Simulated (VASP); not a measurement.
Input:

```
CELL_PARAMETERS angstrom
     -2.64712     2.64712     1.38705
      2.64712    -2.64712     1.38705
      2.64712     2.64712    -1.38705
ATOMIC_POSITIONS crystal
  As 0.75000 0.25000 0.50000
  As 0.00000 0.00000 0.00000
```

All values below come from PBEsol GGA, VASP's PBE PAW potentials (set 64) (plane waves; VASP). Numerical set-up: 400 eV cut-off, Gaussian smearing of 0.050 eV, potentials As.

Problem. Give the energies of bands 2 to 8 at the high-symmetry points, in eV from the Fermi level.

Solution. 
| band | Γ | X | M | Z | P | N |
|---|---|---|---|---|---|---|
| 2 | -8.27 | -12.79 | -11.79 | -9.48 | -9.67 | -8.64 |
| 3 | -4.18 | -1.57 | -7.04 | -5.08 | -5.68 | -5.27 |
| 4 | -4.18 | -1.57 | -7.04 | -4.90 | -5.68 | -3.94 |
| 5 | 2.41 | -0.89 | 4.29 | -4.90 | 1.57 | -2.98 |
| 6 | 4.24 | -0.89 | 4.29 | 0.36 | 1.57 | 0.91 |
| 7 | 4.24 | 5.18 | 6.64 | 4.40 | 1.78 | 1.25 |
| 8 | 5.39 | 5.18 | 6.64 | 4.40 | 1.78 | 2.47 |

It has no gap at this level: it comes out as a metal or semimetal.

The structure was generated: As was put into the beta-Sn type (I4_1/amd), which need not be its known phase. It was relaxed first.
